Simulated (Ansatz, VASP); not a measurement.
# PtS2 in two plane-wave programs, part 2 of 2

Wanted: the spread between two codes on one cell, functional and k mesh. The cell is taken from a series of runs on this material, whose earlier steps may have relaxed, scaled, displaced or heated it; both programs get it as it stands.

VASP 6.6.1 and Ansatz 0.2.0.

So far: The starting structure; Ansatz: zone-centre phonons, LDA; VASP: zone-centre phonons, LDA.

## 3. VASP: zone-centre phonons, LDA (continued)

Level of this step: LDA; plane waves and PAW (Pt, S) (VASP).

OUTCAR, selected parts (step 3):

```text
ion  position               nearest neighbor table
   1  0.000  0.000  0.000-   2 2.37   3 2.37   3 2.37   2 2.37   3 2.37   2 2.37
   2  0.333  0.667  0.261-   1 2.37   1 2.37   1 2.37
   3  0.667  0.333  0.739-   1 2.37   1 2.37   1 2.37

  LATTYP: Found a hexagonal cell.
 ALAT       =     3.5589874333
 C/A-ratio  =     1.2778132307

 Subroutine GETGRP returns: Found 12 space group operations
 (whereof 12 operations were pure point group operations)

The static configuration has the point symmetry D_3d.

 Found    131 irreducible k-points:

   k-points           NKPTS =    131   k-points in BZ     NKDIM =    131   number of bands    NBANDS=     17

   dimension x,y,z NGX =    28 NGY =   28 NGZ =   36
   dimension x,y,z NGXF=    56 NGYF=   56 NGZF=   72

   ENCUT  =  500.0 eV  36.75 Ry    6.06 a.u.   6.49  6.49  8.29*2*pi/ulx,y,z

   NELECT =      22.0000    total number of electrons

 k-points in reciprocal lattice and weights: Automatic mesh
   0.00000000  0.00000000  0.00000000       0.001
   0.08333333  0.00000000  0.00000000       0.005
   0.16666667  0.00000000  0.00000000       0.005
   0.25000000  0.00000000  0.00000000       0.005
   0.33333333 -0.00000000  0.00000000       0.005
   0.41666667 -0.00000000  0.00000000       0.005
   0.50000000  0.00000000  0.00000000       0.003
   0.08333333  0.08333333  0.00000000       0.005
   0.16666667  0.08333333  0.00000000       0.010
[...]
0.33333333  0.25000000  0.50000000       0.010
   0.33333333  0.33333333  0.50000000       0.002

 average (electrostatic) potential at core
       1 -67.2555       2 -84.7559       3 -84.7559

  Total        0.0825875      0.0825875      0.0272559     -0.0000000      0.0000000      0.0000000
  in kB        2.6524519      2.6524519      0.8753746     -0.0000000      0.0000000      0.0000000
  external PRESSURE =       2.0600928 kB  Pullay stress =       0.0000000 kB

  energy-cutoff  :      500.00
  volume of cell :       49.89
      direct lattice vectors                 reciprocal lattice vectors
     3.558987433  0.000000000  0.000000000     0.280978795  0.162223183  0.000000000
    -1.779493717  3.082173529  0.000000000     0.000000000  0.324446366  0.000000000
     0.000000000  0.000000000  4.547721230     0.000000000  0.000000000  0.219890347

 POSITION                                       TOTAL-FORCE (eV/Angst)
 -----------------------------------------------------------------------------------
      0.00000      0.00000      0.00000         0.000000     -0.000000      0.000000
     -0.00000      2.05478      1.18715        -0.000000     -0.000000      0.026235
      1.77949      1.02739      3.36058        -0.000000      0.000000     -0.026235
 -----------------------------------------------------------------------------------
    total drift:                               -0.000000      0.000000      0.000000

 Eigenvectors and eigenvalues of the dynamical matrix
 ----------------------------------------------------

   1 f  =   10.079454 THz    63.331076 2PiTHz  336.214390 cm-1    41.685253 meV
             X         Y         Z           dx          dy          dz
      0.000000  0.000000  0.000000     0.000000   -0.000000   -0.000000
     -0.000000  2.054782  1.187146     0.000000   -0.000000   -0.707107
      1.779494  1.027391  3.360575    -0.000000    0.000000    0.707107

   2 f  =    9.747911 THz    61.247934 2PiTHz  325.155324 cm-1    40.314104 meV
             X         Y         Z           dx          dy          dz
      0.000000  0.000000  0.000000     0.000000   -0.000000    0.497421
     -0.000000  2.054782  1.187146     0.000000   -0.000000   -0.613422
      1.779494  1.027391  3.360575    -0.000000    0.000000   -0.613422

   3 f  =    9.340830 THz    58.690169 2PiTHz  311.576566 cm-1    38.630553 meV
             X         Y         Z           dx          dy          dz
      0.000000  0.000000  0.000000     0.305603   -0.392361   -0.000000
     -0.000000  2.054782  1.187146    -0.376959    0.483975    0.000000
      1.779494  1.027391  3.360575    -0.376959    0.483975    0.000000

   4 f  =    9.340830 THz    58.690169 2PiTHz  311.576566 cm-1    38.630553 meV
             X         Y         Z           dx          dy          dz
      0.000000  0.000000  0.000000    -0.392361   -0.305603    0.000000
     -0.000000  2.054782  1.187146     0.483975    0.376959   -0.000000
      1.779494  1.027391  3.360575     0.483975    0.376959   -0.000000

   5 f  =    8.977639 THz    56.408170 2PiTHz  299.461808 cm-1    37.128515 meV
             X         Y         Z           dx          dy          dz
      0.000000  0.000000  0.000000     0.000000   -0.000000    0.000000
     -0.000000  2.054782  1.187146    -0.434511    0.557854   -0.000000
      1.779494  1.027391  3.360575     0.434511   -0.557854   -0.000000

   6 f  =    8.977639 THz    56.408170 2PiTHz  299.461808 cm-1    37.128515 meV
             X         Y         Z           dx          dy          dz
      0.000000  0.000000  0.000000    -0.000000   -0.000000   -0.000000
     -0.000000  2.054782  1.187146     0.557854    0.434511    0.000000
      1.779494  1.027391  3.360575    -0.557854   -0.434511    0.000000

   7 f/i=    0.000187 THz     0.001173 2PiTHz    0.006226 cm-1     0.000772 meV
             X         Y         Z           dx          dy          dz
      0.000000  0.000000  0.000000     0.000000   -0.000000   -0.867509
     -0.000000  2.054782  1.187146     0.000000   -0.000000   -0.351730
      1.779494  1.027391  3.360575     0.000000   -0.000000   -0.351730

   8 f/i=    0.000766 THz     0.004811 2PiTHz    0.025543 cm-1     0.003167 meV
             X         Y         Z           dx          dy          dz
      0.000000  0.000000  0.000000     0.343994   -0.796447    0.000000
     -0.000000  2.054782  1.187146     0.139439   -0.322842    0.000000
      1.779494  1.027391  3.360575     0.139439   -0.322842    0.000000

   9 f/i=    0.000766 THz     0.004811 2PiTHz    0.025543 cm-1     0.003167 meV
             X         Y         Z           dx          dy          dz
      0.000000  0.000000  0.000000    -0.796447   -0.343994   -0.000000
     -0.000000  2.054782  1.187146    -0.322842   -0.139439   -0.000000
      1.779494  1.027391  3.360575    -0.322842   -0.139439   -0.000000

 ELASTIC MODULI CONTR FROM IONIC RELAXATION (kBar)
 Direction    XX          YY          ZZ          XY          YZ          ZX
 --------------------------------------------------------------------------------
 XX        -789.4342   -486.9902   -754.8990      0.0000    314.1210     -0.0000
 YY        -486.9902   -789.4342   -754.8990      0.0000   -314.1210      0.0000
 ZZ        -754.8990   -754.8990   -892.9202      0.0000      0.0000      0.0000
 XY           0.0000      0.0000      0.0000   -151.2220      0.0000    283.6938
 YZ         314.1210   -314.1210      0.0000      0.0000   -652.4976      0.0000
 ZX          -0.0000      0.0000      0.0000    283.6938      0.0000   -532.2119
 --------------------------------------------------------------------------------
```

## 4. Differences

Known differences besides the potentials themselves: the two LDA forms differ slightly; the data sets hold 30 valence electrons in Ansatz (on norm-conserving files, of PseudoDojo where its log says so) and 22 in VASP; the cutoff is 1142.88 eV in Ansatz and 500 eV in VASP; VASP's log shows a relativistic correction to its local exchange, Ansatz's none. Total energies have different zeros and are not compared.

Compared:

```csv
quantity,Ansatz,VASP,difference
optical mode 1 to 2 (cm⁻¹),299.4,299.5,-0.03 %
optical mode 3 to 4 (cm⁻¹),311.5,311.6,-0.04 %
optical mode 5 (cm⁻¹),324.9,325.2,-0.07 %
optical mode 6 (cm⁻¹),336.6,336.2,+0.12 %
```

Modes are paired by rising frequency, not by their patterns, so a pair may set unlike modes beside each other; they are those without the splitting of longitudinal modes.

## 5. What came out

* r.m.s. difference of the optical zone-centre modes, each program's sorted by frequency (zone-centre phonons, LDA): 0.21 cm⁻¹

What this shows: The r.m.s. difference of the optical zone-centre modes, each program's sorted by frequency is 0.21 cm⁻¹ (zone-centre phonons, LDA). The data sets hold unlike numbers of valence electrons (30 in Ansatz and 22 in VASP), so part of the differences comes from the potentials. Such differences can come from data sets, numerical settings and the points named under the comparisons, not from the functional's error against experiment.

[Lines on the potential files, build, host, timing and source positions are cut from VASP's logs without a mark.]

[Logs are printed without paths, hosts, clocks, repeated set-up lines and the standing remarks that a program may print on its own settings, such as how far it seeks lower states.]

[Hosts, paths, dates, database ids (printed as entryN), source tags and the programs' standing remarks are cut or masked in the printed files.]
